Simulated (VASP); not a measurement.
# Ag3C in VASP: notebook

Runs on Ag3C. Level: PBE. Tasks: single point.

Everything below comes from runs of VASP 6.6.1. Logs are shortened: lines on timing, memory, paths and dates and some standing lists are left out, and cuts for length are marked.

## Step 1: The cell of the first run

The cell holds a slab with vacuum, 4 atoms: a = 2.933 Å, b = 2.933 Å, c = 21.065 Å, α = 90.00°, β = 90.00°, γ = 90.00°.

## Step 2: Single point, PBE (C at 0/6 of the diagonal of the surface cell, 3.27 Å above the top plane)

Input file INCAR:

```
ALGO = Normal
DIPOL = 0.5 0.5 0.349
EDIFF = 1E-7
ENCUT = 520
GGA = PE
IDIPOL = 3
ISIF = 2
ISMEAR = 0
LASPH = T
LCHARG = F
LDIPOL = T
LREAL = F
LWAVE = F
NBANDS = 26
NELM = 60
PREC = Accurate
SIGMA = 0.1
```

Input file KPOINTS:

```
k-points
0
Gamma
  9 9 1
```

Input file POSCAR:

```
Ag3C
1.0
    2.9325072267      0.0000000000      0.0000000000
    0.0000000000      2.9325072267      0.0000000000
    0.0000000000      0.0000000000     21.0648645725
Ag C
3 1
Direct
    0.5000000000      0.5000000000      0.1898896613
    0.0000000000      0.0000000000      0.2863776592
    0.5000000000      0.5000000000      0.3828586006
    0.5000000000      0.5000000000      0.5380933988
```

Potentials or basis: VASP PAW PBE potentials, release 64 (Ag, C).

The run is started by

```console
> cat potpaw_PBE.64/Ag/POTCAR potpaw_PBE.64/C/POTCAR > POTCAR
> mpirun -np 1 vasp_std > vasp.out
```

OUTCAR:

```text
EDIFF = 1E-7
   ENCUT = 520
   GGA = PE
   ISIF = 2
   ISMEAR = 0
   LASPH = T
   LREAL = F
   NELM = 60
   PREC = Accurate

 ion  position               nearest neighbor table
   1  0.500  0.500  0.190-   2 2.90   2 2.90   2 2.90   2 2.90
   2  0.000  0.000  0.286-   3 2.90   3 2.90   3 2.90   3 2.90   1 2.90   1 2.90   1 2.90   1 2.90

   3  0.500  0.500  0.383-   2 2.90   2 2.90   2 2.90   2 2.90
   4  0.500  0.500  0.538-

  LATTYP: Found a simple tetragonal cell.
 ALAT       =     2.9325072267
 C/A-ratio  =     7.1832268240

  Lattice vectors:

 A1 = (   2.9325072267,   0.0000000000,   0.0000000000)
 A2 = (   0.0000000000,   2.9325072267,   0.0000000000)
 A3 = (   0.0000000000,   0.0000000000,  21.0648645725)

Analysis of symmetry for initial positions (statically):
=====================================================================
 Subroutine PRICEL returns:
 Original cell was already a primitive cell.

 Routine SETGRP: Setting up the symmetry group for a
 simple tetragonal supercell.

 Subroutine GETGRP returns: Found  8 space group operations
 (whereof  8 operations were pure point group operations)
 out of a pool of 16 trial point group operations.

The static configuration has the point symmetry C_4v.

Analysis of symmetry for dynamics (positions and initial velocities):
=====================================================================
 Subroutine PRICEL returns:
 Original cell was already a primitive cell.

 Routine SETGRP: Setting up the symmetry group for a
 simple tetragonal supercell.

 Subroutine GETGRP returns: Found  8 space group operations
 (whereof  8 operations were pure point group operations)
 out of a pool of 16 trial point group operations.

The dynamic configuration has the point symmetry C_4v.

 Subroutine INISYM returns: Found  8 space group operations
 (whereof  8 operations are pure point group operations),
 and found     1 'primitive' translations

----------------------------------------------------------------------------------------

                                     Primitive cell

  volume of cell :     181.1494

  direct lattice vectors                    reciprocal lattice vectors
     2.932507227  0.000000000  0.000000000     0.341005127  0.000000000  0.000000000
     0.000000000  2.932507227  0.000000000     0.000000000  0.341005127  0.000000000
     0.000000000  0.000000000 21.064864572     0.000000000  0.000000000  0.047472415

  length of vectors
     2.932507227  2.932507227 21.064864572     0.341005127  0.341005127  0.047472415

  position of ions in fractional coordinates (direct lattice)
     0.500000000  0.500000000  0.189889661
     0.000000000  0.000000000  0.286377659
     0.500000000  0.500000000  0.382858601
     0.500000000  0.500000000  0.538093399

  ion indices of the primitive-cell ions
   primitive index   ion index
                 1           1
                 2           2
                 3           3
                 4           4

----------------------------------------------------------------------------------------

 KPOINTS: k-points

Automatic generation of k-mesh.
 Grid dimensions read from file:
 generate k-points for:    9    9    1

 Generating k-lattice:

  Cartesian coordinates                     Fractional coordinates (reciprocal lattice)
     0.037889459  0.000000000  0.000000000     0.111111111  0.000000000  0.000000000
     0.000000000  0.037889459  0.000000000     0.000000000  0.111111111  0.000000000
     0.000000000  0.000000000  0.047472415     0.000000000  0.000000000  1.000000000

  Length of vectors
     0.037889459  0.037889459  0.047472415

  Shift w.r.t. Gamma in fractional coordinates (k-lattice)
     0.000000000  0.000000000  0.000000000

 Subroutine IBZKPT returns following result:
 ===========================================

 Found     15 irreducible k-points:

 Following reciprocal coordinates:
            Coordinates               Weight
  0.000000  0.000000  0.000000      1.000000
  0.111111  0.000000  0.000000      4.000000
  0.222222  0.000000  0.000000      4.000000
  0.333333  0.000000  0.000000      4.000000
  0.444444  0.000000  0.000000      4.000000
  0.111111  0.111111  0.000000      4.000000
  0.222222  0.111111  0.000000      8.000000
  0.333333  0.111111  0.000000      8.000000
  0.444444  0.111111  0.000000      8.000000
  0.222222  0.222222  0.000000      4.000000
  0.333333  0.222222  0.000000      8.000000
  0.444444  0.222222  0.000000      8.000000
  0.333333  0.333333  0.000000      4.000000
  0.444444  0.333333  0.000000      8.000000
  0.444444  0.444444  0.000000      4.000000
   k-points           NKPTS =     15   k-points in BZ     NKDIM =     15   number of bands    NBANDS=     26
   number of dos      NEDOS =    301   number of ions     NIONS =      4
   total plane-waves  NPLWV =  92160
   dimension x,y,z NGX =    24 NGY =   24 NGZ =  160
   dimension x,y,z NGXF=    48 NGYF=   48 NGZF=  320
   ions per type =               3   1
   NGX,Y,Z   is equivalent  to a cutoff of  13.61, 13.61, 12.63 a.u.
   NGXF,Y,Z  is equivalent  to a cutoff of  27.21, 27.21, 25.25 a.u.
 SYSTEM =  unknown system
   PREC   = accura    normal or accurate (medium, high low for compatibility)
   ISTART =      0    job   : 0-new  1-cont  2-samecut
   ICHARG =      2    charge: 1-file 2-atom 10-const
   ISPIN  =      1    spin polarized calculation?
   LNONCOLLINEAR =      F non collinear calculations
   LSORBIT =      F    spin-orbit coupling
   LASPH  =      T    aspherical Exc in radial PAW
   ENCUT  =  520.0 eV  38.22 Ry    6.18 a.u.   5.45  5.45 39.17*2*pi/ulx,y,z
   NELM   =     60;   NELMIN=  2; NELMDL= -5     # of ELM steps
   EDIFF  = 0.1E-06   stopping-criterion for ELM
   LREAL  =      F    real-space projection
   EDIFFG = 0.1E-05   stopping-criterion for IOM
   NSW    =      0    number of steps for IOM
   IBRION =     -1    ionic relax: 0-MD 1-quasi-New 2-CG
   NFREE  =      0    steps in history (QN), initial steepest desc. (CG)
   ISIF   =      2    stress and relaxation
   ISYM   =      2    0-nonsym 1-usesym 2-fastsym
   POTIM  = 0.5000    time-step for ionic-motion
   TEBEG  =    0.0;   TEEND  =   0.0 temperature during run
   PSTRESS=    0.0 pullay stress
   NELECT =      37.0000    total number of electrons
   NUPDOWN=      -1.0000    fix difference up-down
   EMIN   =  10.00;   EMAX   =-10.00  energy-range for DOS
   EFERMI =   0.00;   METHOD = LEGACY
   ISMEAR =     0;   SIGMA  =   0.10  broadening in eV -4-tet -1-fermi 0-gaus
   EFERMI_NEDOS =   21; number of points for ismear=-14 and -15
   IALGO  =     38    algorithm
   IMIX   =      4    mixing-type and parameters
     AMIX     =   0.40;   BMIX     =  1.00
     AMIX_MAG =   1.60;   BMIX_MAG =  1.00
  volume/ion in A,a.u.               =      45.29       305.61
  Fermi-wavevector in a.u.,A,eV,Ry     =   0.964117  1.821917 12.646912  0.929522
  Thomas-Fermi vector in A             =   2.093721
   LORBIT       =      0    0 simple, 1 ext, 2 COOP (PROOUT), +10 PAW based schemes
   GGA     = PE    functional components
   LHFCALC =     F    Hartree Fock is set to
   AEXX    =    0.0000 exact exchange contribution
   IVDW    =     0    specifies the selected vdW correction
   LEPSILON=     F    determine dielectric tensor
   LRPA    =     F    only Hartree local field effects (RPA)
 non-spin polarized calculation
 Gauss-broadening in eV      SIGMA  =   0.10
  energy-cutoff  :      520.00
  volume of cell :      181.15
 maximum number of plane-waves:      4919
 NGX is ok and might be reduce to    24
   NGX = 11   NGY = 11   NGZ = 79

 dipolmoment           0.000000      0.000000     -0.000043 electrons x Angstroem

 number of electron      37.0000003 magnetization

 dipolmoment           0.000000      0.000000      0.089863 electrons x Angstroem

 Free energy of the ion-electron system (eV)
  ---------------------------------------------------
  ext. energy  EPLUGINS =         0.00000000
  ---------------------------------------------------
  free energy    TOTEN  =        -9.59422859 eV

  energy without entropy =       -9.58163884  energy(sigma->0) =       -9.58793372

 E-fermi :  -0.7810     XC(G=0):  -5.3025

 val. band max:       -0.7858250460   @ k =   0.3333   0.0000   0.0000
 cond. band min:      -0.7517883895   @ k =   0.2222   0.2222   0.0000
 fundamental gap:      0.0340366565
 Fermi energy:        -0.7809774073

 k-point     1 :       0.0000    0.0000    0.0000
  band No.  band energies     occupation
      1     -10.0197      2.00000
      2      -7.4955      2.00000
      3      -6.5964      2.00000
      4      -6.5950      2.00000
      5      -6.0596      2.00000
      6      -5.9060      2.00000
[... 18 lines left out ...]
     25       4.9179      0.00000
     26       5.4285      0.00000

 k-point     2 :       0.1111    0.0000    0.0000
  band No.  band energies     occupation
      1      -9.9093      2.00000
      2      -7.2755      2.00000
      3      -6.5332      2.00000
      4      -6.4253      2.00000
      5      -6.0097      2.00000
      6      -5.7360      2.00000
[... 18 lines left out ...]
     25       5.1299      0.00000
     26       5.6352      0.00000

 k-point     3 :       0.2222    0.0000    0.0000
  band No.  band energies     occupation
      1      -9.6043      2.00000
      2      -6.8022      2.00000
      3      -6.3246      2.00000
      4      -6.1265      2.00000
      5      -5.9976      2.00000
      6      -5.3487      2.00000
[... 311 lines left out ...]
 k-point    14 :       0.4444    0.3333    0.0000
  band No.  band energies     occupation
      1      -8.1587      2.00000
      2      -6.4025      2.00000
      3      -6.3423      2.00000
      4      -6.2317      2.00000
      5      -6.1877      2.00000
      6      -5.5876      2.00000
[... 18 lines left out ...]
     25       6.7742      0.00000
     26       7.5212      0.00000

 k-point    15 :       0.4444    0.4444    0.0000
  band No.  band energies     occupation
      1      -7.8881      2.00000
      2      -6.6231      2.00000
      3      -6.4056      2.00000
      4      -6.4018      2.00000
      5      -6.3573      2.00000
      6      -5.8127      2.00000
[... 18 lines left out ...]
     25       6.5058      0.00000
     26       6.7750      0.00000

------------------------ aborting loop because EDIFF is reached ----------------------------------------

 vacuum level on the upper side and lower side of the slab       (xc-potential included)         0.851        -0.987

  FORCE on cell =-STRESS in cart. coord.  units (eV):
  Direction    XX          YY          ZZ          XY          YZ          ZX
  --------------------------------------------------------------------------------------
  -------------------------------------------------------------------------------------
  Total       -3.8204007     -3.8204007     -1.8397708      0.0000000      0.0000000      0.0000000
  in kB      -33.7895688    -33.7895688    -16.2718695      0.0000000      0.0000000      0.0000000
  external PRESSURE =     -27.9503357 kB  Pullay stress =       0.0000000 kB

 VOLUME and BASIS-vectors are now :
 -----------------------------------------------------------------------------
  energy-cutoff  :      520.00
  volume of cell :      181.15
      direct lattice vectors                 reciprocal lattice vectors
     2.932507227  0.000000000  0.000000000     0.341005127  0.000000000  0.000000000
     0.000000000  2.932507227  0.000000000     0.000000000  0.341005127  0.000000000
     0.000000000  0.000000000 21.064864572     0.000000000  0.000000000  0.047472415

 POSITION                                       TOTAL-FORCE (eV/Angst)
 -----------------------------------------------------------------------------------
      1.46625      1.46625      4.00000         0.000000      0.000000      0.022813
      0.00000      0.00000      6.03251         0.000000      0.000000     -0.025215
      1.46625      1.46625      8.06486        -0.000000     -0.000000      0.544972
      1.46625      1.46625     11.33486         0.000000      0.000000     -0.542571
 -----------------------------------------------------------------------------------
    total drift:                                0.000000     -0.000000      0.000369

  FREE ENERGIE OF THE ION-ELECTRON SYSTEM (eV)
  ---------------------------------------------------
  free  energy   TOTEN  =        -9.5942285926 eV

  energy  without entropy=       -9.5816388402  energy(sigma->0) =       -9.58793372

 vacuum level on the upper side and lower side of the slab         5.183         3.284
```

Run time: 78 s. Hardware: 1 thread of Intel Xeon 6975P-C (Granite Rapids), shared host; peak memory 0.31 GiB.

What came out:

| Quantity | Value |
| --- | --- |
| Free energy | -9.5942 eV |
| Largest force | 0.545 eV/Å |
| Band gap on the k mesh | none (metal or under the smearing width) |

Forces in eV/Å, atoms in the order of the input:
```
Ag   0.000  0.000  0.023
Ag   0.000  0.000 -0.025
Ag   0.000  0.000  0.545
C    0.000  0.000 -0.543
```

## Step 3: Single point, PBE (C at 0/6 of the diagonal of the surface cell, 2.37 Å above the top plane)

Input file INCAR:

```
PREC     = Accurate       # precision mode
ENCUT    = 520            # plane-wave cutoff, eV
EDIFF    = 1E-6           # SCF threshold, eV
ISMEAR   = 0              # smearing method
SIGMA    = 0.1            # smearing width, eV
LREAL    = False          # projectors in reciprocal space
LASPH    = True           # aspherical terms in the spheres
NELM     = 100            # most SCF steps
ALGO     = Normal         # electronic algorithm
ISIF     = 2              # what is computed and relaxed
LWAVE    = False          # write WAVECAR
LCHARG   = False          # write CHGCAR
LDIPOL   = True         
IDIPOL   = 3            
DIPOL    = 0.5 0.5 0.339
GGA      = PE             # functional
NBANDS   = 26             # bands
```

Input file KPOINTS:

```
Automatic mesh
0
Gamma
  9 9 1
```

POSCAR: that of step 2 with these lines changed.

```diff
@@ -11,2 +11,2 @@
     0.5000000000      0.5000000000      0.3828586006
-    0.5000000000      0.5000000000      0.5380933988
+    0.5000000000      0.5000000000      0.4953682250
```

Potentials or basis: VASP PAW PBE potentials, release 64 (Ag, C).

The run is started by

```console
> cat potpaw_PBE.64/Ag/POTCAR potpaw_PBE.64/C/POTCAR > POTCAR
> mpirun -np 1 vasp_std > vasp.out
```

Wall time 49 s (1 thread of Intel Xeon 6975P-C (Granite Rapids), shared host); peak memory 0.31 GiB.

The run converged. Its results:

- Free energy: -10.4336 eV
- Largest force: 1.365 eV/Å
- Band gap on the k mesh: none (metal or under the smearing width)

Forces in eV/Å, atoms in the order of the input:
```
Ag   0.000  0.000  0.025
Ag   0.000  0.000 -0.151
Ag   0.000  0.000  1.365
C    0.000  0.000 -1.240
```

Levels at points of the mesh, in eV from the Fermi level:
| k point | band 17 | band 18 | band 19 | band 20 | band 21 | band 22 |
| --- | --- | --- | --- | --- | --- | --- |
| (0.00, 0.00, 0.00) | -2.97 | -2.97 | -1.29 | 0.72 | 2.25 | 2.25 |
